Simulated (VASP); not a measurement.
## CdI₂ (relaxed from the CdCl2 structure, space group R-3m): computed properties

Computed with PBEsol GGA, VASP's PBE PAW potentials (set 64) (plane waves; VASP).

For CdI2, the space group is R-3m (166), the cell is a = b = 4.222 Å, c = 20.600 Å, α = β = 90.00°, γ = 120.00° and the volume per atom is 35.33 Å³/atom. The band gap (over mesh and band path) is 2.00 eV. The smallest direct gap (over mesh and band path) is 2.12 eV. The band-edge character is indirect, Γ-S0 at 0.45 to F and the density is 5.74 g/cm³. The optical Γ-point spectrum comes out as 53 (×2), 87 (×2), 108, 135 cm⁻¹.

```cif
data_Cd3I6
_chemical_formula_sum 'Cd3 I6'
_space_group_name_H-M_alt 'R-3m :H'
_space_group_IT_number 166
_space_group_name_Hall '-R 3 2"'
_cell_length_a 4.22201
_cell_length_b 4.22201
_cell_length_c 20.59989
_cell_angle_alpha 90.000
_cell_angle_beta 90.000
_cell_angle_gamma 120.000
loop_
_atom_site_label
_atom_site_type_symbol
_atom_site_symmetry_multiplicity
_atom_site_Wyckoff_symbol
_atom_site_fract_x
_atom_site_fract_y
_atom_site_fract_z
_atom_site_occupancy
Cd1 Cd 3 a 0.00000 0.00000 0.00000 1
I1 I 6 c 0.00000 0.00000 0.25070 1
```
(The calculation used a cell of 3 atoms; values per cell refer to that cell.)

Unless said otherwise, spin-orbit coupling is left out, though it shifts the bands of the heavy elements here.

The structure was generated: CdI2 was put into the CdCl2 type (R-3m), which need not be its known phase. It was relaxed first. Symmetry was kept, so distortions that lower it aren't found.
